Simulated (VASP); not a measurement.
All values below come from PBE GGA, VASP's PBE PAW potentials (set 64) (plane waves; VASP).

The input files of a VASP run:

**KPOINTS**
```
K-points
0
Gamma
  12 12 7
0 0 0
```

File POSCAR:
```
Zr
1
    1.6144463434    -2.7963030387     0.0000000000
    1.6144463434     2.7963030387     0.0000000000
    0.0000000000    -0.0000000000     5.1733133976
Zr
2
Direct
  0.3333330000   0.6666670000   0.2500000000
  0.6666670000   0.3333330000   0.7500000000
```

**INCAR**
```
ALGO = Normal
EDIFF = 1E-7
ENCUT = 530
GGA = PE
IBRION = 6
ISIF = 3
ISMEAR = 1
LASPH = T
LCHARG = F
LMAXMIX = 4
LREAL = F
LWAVE = F
NELM = 100
NFREE = 2
NSW = 1
POTIM = 0.015
PREC = Accurate
SIGMA = 0.1
SYSTEM = Zr
```

POTCAR, in this order: Zr_sv (PBE.64 set). Program: vasp_std.

What VASP printed:

OSZICAR:
```
...
DAV:  10    -0.170354731885E+02   -0.24534E-07   -0.84359E-09  5888   0.696E-04
   8 F= -.17035473E+02 E0= -.17035241E+02  d E =-.695806E-03
       N       E                     dE             d eps       ncg     rms          rms(c)
DAV:   1    -0.171089806586E+02   -0.73507E-01   -0.25239E+00 10064   0.139E+01    0.153E+00
DAV:   2    -0.170520893336E+02    0.56891E-01   -0.10582E-01 10744   0.255E+00    0.742E-01
DAV:   3    -0.170353660229E+02    0.16723E-01   -0.66400E-02 13424   0.191E+00    0.120E-01
DAV:   4    -0.170354484315E+02   -0.82409E-04   -0.88273E-04 10280   0.302E-01    0.557E-02
DAV:   5    -0.170354729299E+02   -0.24498E-04   -0.57972E-05 13112   0.752E-02    0.514E-03
DAV:   6    -0.170354731635E+02   -0.23360E-06   -0.16248E-06 12440   0.138E-02    0.204E-03
DAV:   7    -0.170354732069E+02   -0.43422E-07   -0.25671E-07 10208   0.427E-03
   9 F= -.17035473E+02 E0= -.17035241E+02  d E =-.695861E-03
       N       E                     dE             d eps       ncg     rms          rms(c)
DAV:   1    -0.170608802282E+02   -0.25407E-01   -0.20737E+00  8920   0.138E+01    0.909E-01
DAV:   2    -0.170427660106E+02    0.18114E-01   -0.56208E-02 10944   0.198E+00    0.498E-01
DAV:   3    -0.170352087858E+02    0.75572E-02   -0.31657E-02 12536   0.136E+00    0.107E-01
DAV:   4    -0.170354570314E+02   -0.24825E-03   -0.82179E-04 10744   0.257E-01    0.469E-02
DAV:   5    -0.170359985033E+02   -0.54147E-03   -0.47272E-04 13064   0.157E-01    0.517E-03
DAV:   6    -0.170360256698E+02   -0.27167E-04   -0.71412E-06 10704   0.259E-02    0.291E-03
DAV:   7    -0.170360455207E+02   -0.19851E-04   -0.47016E-07 11384   0.598E-03    0.737E-04
DAV:   8    -0.170360459390E+02   -0.41835E-06   -0.26644E-08  5632   0.173E-03    0.205E-04
DAV:   9    -0.170360463013E+02   -0.36228E-06   -0.59363E-09  5376   0.694E-04    0.479E-05
DAV:  10    -0.170360462958E+02    0.54451E-08   -0.19767E-09  4984   0.344E-04
  10 F= -.17036046E+02 E0= -.17035777E+02  d E =-.809247E-03
       N       E                     dE             d eps       ncg     rms          rms(c)
DAV:   1    -0.170989606938E+02   -0.62914E-01   -0.24536E+00  9576   0.135E+01    0.146E+00
DAV:   2    -0.170507385095E+02    0.48222E-01   -0.78743E-02 10616   0.235E+00    0.723E-01
DAV:   3    -0.170359109714E+02    0.14828E-01   -0.51175E-02 12464   0.180E+00    0.113E-01
DAV:   4    -0.170360343017E+02   -0.12333E-03   -0.69777E-04  9656   0.274E-01    0.442E-02
DAV:   5    -0.170360457498E+02   -0.11448E-04   -0.49697E-05 12008   0.699E-02    0.488E-03
DAV:   6    -0.170360461799E+02   -0.43006E-06   -0.18623E-06 12840   0.114E-02    0.183E-03
DAV:   7    -0.170360462905E+02   -0.11064E-06   -0.70131E-08  7920   0.241E-03    0.547E-04
DAV:   8    -0.170360462838E+02    0.66834E-08   -0.10018E-08  5872   0.974E-04
  11 F= -.17036046E+02 E0= -.17035777E+02  d E =-.809261E-03
       N       E                     dE             d eps       ncg     rms          rms(c)
DAV:   1    -0.170667687232E+02   -0.30722E-01   -0.18447E+00 10032   0.117E+01    0.905E-01
DAV:   2    -0.170463445252E+02    0.20424E-01   -0.42247E-02 11088   0.174E+00    0.491E-01
DAV:   3    -0.170364317434E+02    0.99128E-02   -0.27131E-02 12648   0.130E+00    0.103E-01
DAV:   4    -0.170360663177E+02    0.36543E-03   -0.11668E-03 11320   0.302E-01    0.226E-02
DAV:   5    -0.170360474912E+02    0.18826E-04   -0.11498E-04 12728   0.849E-02    0.453E-03
DAV:   6    -0.170360496247E+02   -0.21335E-05   -0.28788E-06 11680   0.154E-02    0.104E-03
DAV:   7    -0.170360498443E+02   -0.21960E-06   -0.45502E-08  9408   0.194E-03    0.378E-04
DAV:   8    -0.170360499431E+02   -0.98813E-07   -0.68436E-09  5696   0.756E-04
  12 F= -.17036050E+02 E0= -.17035783E+02  d E =-.799941E-03
       N       E                     dE             d eps       ncg     rms          rms(c)
DAV:   1    -0.170981972014E+02   -0.62147E-01   -0.24480E+00  9616   0.135E+01    0.146E+00
DAV:   2    -0.170508524243E+02    0.47345E-01   -0.83632E-02 11280   0.241E+00    0.725E-01
DAV:   3    -0.170359262776E+02    0.14926E-01   -0.52116E-02 12544   0.182E+00    0.115E-01
DAV:   4    -0.170360443166E+02   -0.11804E-03   -0.75667E-04  9672   0.286E-01    0.452E-02
DAV:   5    -0.170360495606E+02   -0.52440E-05   -0.77225E-05 11744   0.845E-02    0.444E-03
DAV:   6    -0.170360499457E+02   -0.38514E-06   -0.21203E-06 13072   0.126E-02    0.102E-03
DAV:   7    -0.170360499621E+02   -0.16363E-07   -0.21078E-08  8112   0.141E-03
  13 F= -.17036050E+02 E0= -.17035783E+02  d E =-.799988E-03
       N       E                     dE             d eps       ncg     rms          rms(c)
DAV:   1    -0.170470454032E+02   -0.10995E-01   -0.19482E+00  9536   0.145E+01    0.538E-01
DAV:   2    -0.170424506020E+02    0.45948E-02   -0.52687E-02 12224   0.212E+00    0.336E-01
DAV:   3    -0.170366436305E+02    0.58070E-02   -0.18405E-02 13416   0.110E+00    0.227E-02
DAV:   4    -0.170366959926E+02   -0.52362E-04   -0.31059E-04 11568   0.165E-01    0.119E-02
DAV:   5    -0.170367138379E+02   -0.17845E-04   -0.11578E-05 14696   0.319E-02    0.316E-03
DAV:   6    -0.170367174097E+02   -0.35718E-05   -0.55558E-07 10840   0.777E-03    0.904E-04
DAV:   7    -0.170367186488E+02   -0.12391E-05   -0.34069E-08  8240   0.208E-03    0.178E-04
DAV:   8    -0.170367186691E+02   -0.20333E-07   -0.49382E-09  6104   0.683E-04
  14 F= -.17036719E+02 E0= -.17036407E+02  d E =-.936053E-03
       N       E                     dE             d eps       ncg     rms          rms(c)
DAV:   1    -0.170323557192E+02    0.43629E-02   -0.26340E+00  9480   0.165E+01    0.180E-01
DAV:   2    -0.170368529941E+02   -0.44973E-02   -0.49477E-02 10952   0.229E+00    0.109E-01
DAV:   3    -0.170367319253E+02    0.12107E-03   -0.79626E-04 14960   0.219E-01    0.289E-02
DAV:   4    -0.170367195572E+02    0.12368E-04   -0.28834E-05 12024   0.488E-02    0.776E-03
DAV:   5    -0.170367187457E+02    0.81152E-06   -0.28390E-06 12864   0.186E-02    0.927E-04
DAV:   6    -0.170367187144E+02    0.31333E-07   -0.15345E-07  9256   0.424E-03
  15 F= -.17036719E+02 E0= -.17036407E+02  d E =-.936040E-03
       N       E                     dE             d eps       ncg     rms          rms(c)
DAV:   1    -0.170330704572E+02    0.36483E-02   -0.21622E+00  3584   0.155E+01    0.136E-01
DAV:   2    -0.170366141123E+02   -0.35437E-02   -0.39137E-02  4576   0.215E+00    0.789E-02
DAV:   3    -0.170364899507E+02    0.12416E-03   -0.73944E-04  4704   0.213E-01    0.281E-02
DAV:   4    -0.170364632644E+02    0.26686E-04   -0.66129E-05  4328   0.629E-02    0.155E-02
DAV:   5    -0.170364390135E+02    0.24251E-04   -0.10527E-05  4648   0.294E-02    0.231E-03
DAV:   6    -0.170364393567E+02   -0.34318E-06   -0.56828E-07  4400   0.927E-03    0.667E-04
DAV:   7    -0.170364396489E+02   -0.29220E-06   -0.68378E-08  2696   0.295E-03    0.271E-04
DAV:   8    -0.170364398572E+02   -0.20830E-06   -0.16124E-08  2248   0.141E-03    0.458E-05
DAV:   9    -0.170364398763E+02   -0.19138E-07   -0.39239E-09  2216   0.524E-04
  16 F= -.17036440E+02 E0= -.17036121E+02  d E =-.956192E-03
       N       E                     dE             d eps       ncg     rms          rms(c)
DAV:   1    -0.170309426502E+02    0.54972E-02   -0.34853E+00  3584   0.196E+01    0.207E-01
DAV:   2    -0.170365169609E+02   -0.55743E-02   -0.66755E-02  4088   0.272E+00    0.113E-01
DAV:   3    -0.170364644750E+02    0.52486E-04   -0.11952E-03  5552   0.264E-01    0.493E-02
DAV:   4    -0.170364428502E+02    0.21625E-04   -0.90506E-05  3936   0.746E-02    0.129E-02
DAV:   5    -0.170364403364E+02    0.25138E-05   -0.12929E-05  4432   0.288E-02    0.341E-03
DAV:   6    -0.170364399774E+02    0.35900E-06   -0.11224E-06  4504   0.122E-02    0.976E-04
DAV:   7    -0.170364399443E+02    0.33139E-07   -0.71672E-08  2680   0.280E-03
  17 F= -.17036440E+02 E0= -.17036121E+02  d E =-.956149E-03
```

File OUTCAR:
```
------------------------ aborting loop because EDIFF is reached ----------------------------------------
  FORCE on cell =-STRESS in cart. coord.  units (eV):
  Direction    XX          YY          ZZ          XY          YZ          ZX
  --------------------------------------------------------------------------------------
  Total        0.0364177      0.0364177      0.0707159      0.0000000     -0.0000000      0.0000000
  in kB        1.2491558      1.2491558      2.4256100      0.0000000     -0.0000000      0.0000000
  external PRESSURE =       1.6413072 kB  Pullay stress =       0.0000000 kB
  volume of cell :       46.71
      direct lattice vectors                 reciprocal lattice vectors
     1.614446343 -2.796303039  0.000000000     0.309703696 -0.178807516  0.000000000
     1.614446343  2.796303039  0.000000000     0.309703696  0.178807516  0.000000000
     0.000000000  0.000000000  5.173313398     0.000000000  0.000000000  0.193299714
 POSITION                                       TOTAL-FORCE (eV/Angst)
 -----------------------------------------------------------------------------------
      1.61445      0.93210      1.27833        -0.000000     -0.000000      0.050503
      1.61445     -0.93210      3.87999         0.000000      0.000000     -0.050503
 -----------------------------------------------------------------------------------
    total drift:                                0.000000      0.000752     -0.003125
  FREE ENERGIE OF THE ION-ELECTRON SYSTEM (eV)
  ---------------------------------------------------
  free  energy   TOTEN  =       -17.0364399443 eV

  energy  without entropy=      -17.0354837948  energy(sigma->0) =      -17.03612123

   1 f  =    4.248702 THz    26.695382 2PiTHz  141.721443 cm-1    17.571212 meV
             X         Y         Z           dx          dy          dz
      1.614446  0.932103  1.293328    -0.000000    0.000000   -0.707107
      1.614446 -0.932103  3.879985     0.000000    0.000000    0.707107

   2 f  =    2.222768 THz    13.966062 2PiTHz   74.143555 cm-1     9.192625 meV
             X         Y         Z           dx          dy          dz
      1.614446  0.932103  1.293328     0.707107   -0.000000   -0.000000
      1.614446 -0.932103  3.879985    -0.707107   -0.000000    0.000000

   3 f  =    2.222768 THz    13.966062 2PiTHz   74.143553 cm-1     9.192625 meV
             X         Y         Z           dx          dy          dz
      1.614446  0.932103  1.293328     0.000000    0.707107    0.000000
      1.614446 -0.932103  3.879985    -0.000000   -0.707107    0.000000

   4 f  =    0.000000 THz     0.000000 2PiTHz    0.000001 cm-1     0.000000 meV
             X         Y         Z           dx          dy          dz
      1.614446  0.932103  1.293328    -0.218669   -0.672446   -0.000000
      1.614446 -0.932103  3.879985    -0.218669   -0.672446    0.000000

   5 f  =    0.000000 THz     0.000000 2PiTHz    0.000000 cm-1     0.000000 meV
             X         Y         Z           dx          dy          dz
      1.614446  0.932103  1.293328     0.000000   -0.000000    0.707107
      1.614446 -0.932103  3.879985    -0.000000    0.000000    0.707107

   6 f/i=    0.000000 THz     0.000000 2PiTHz    0.000001 cm-1     0.000000 meV
             X         Y         Z           dx          dy          dz
      1.614446  0.932103  1.293328    -0.672446    0.218669    0.000000
      1.614446 -0.932103  3.879985    -0.672446    0.218669    0.000000

 ELASTIC MODULI CONTR FROM IONIC RELAXATION (kBar)
 Direction    XX          YY          ZZ          XY          YZ          ZX
 --------------------------------------------------------------------------------
 XX         -80.9527     80.9527     -0.0000     -0.0000      0.0000      0.0000
 YY          80.9527    -80.9527      0.0000      0.0000      0.0000      0.0000
 ZZ          -0.0000      0.0000     -0.0000      0.0000      0.0000      0.0000
 XY          -0.0000      0.0000      0.0000    -80.9527      0.0000      0.0000
 YZ           0.0000      0.0000      0.0000      0.0000      0.0000      0.0000
 ZX           0.0000      0.0000      0.0000      0.0000      0.0000      0.0000
 --------------------------------------------------------------------------------

 TOTAL ELASTIC MODULI (kBar)
 Direction    XX          YY          ZZ          XY          YZ          ZX
 --------------------------------------------------------------------------------
 XX        1350.9541    676.7968    689.1851      0.0000     -0.0000     -0.0000
 YY         676.7968   1350.9540    689.1851      0.0000      0.0000      0.0000
 ZZ         689.1851    689.1851   1592.6213      0.0000     -0.0000      0.0000
 XY          -0.0000      0.0000      0.0000    337.0786      0.0000     -0.0000
 YZ           0.0000      0.0000     -0.0000      0.0000    236.6626      0.0000
 ZX           0.0000      0.0000      0.0000      0.0000      0.0000    236.6625
 --------------------------------------------------------------------------------
```
(Selected blocks of OUTCAR.)

Finite-difference elastic constants of metals are sensitive to mesh and smearing; shear constants can be off by tens of GPa.

The compound is Zr in the hcp structure. It was relaxed first.
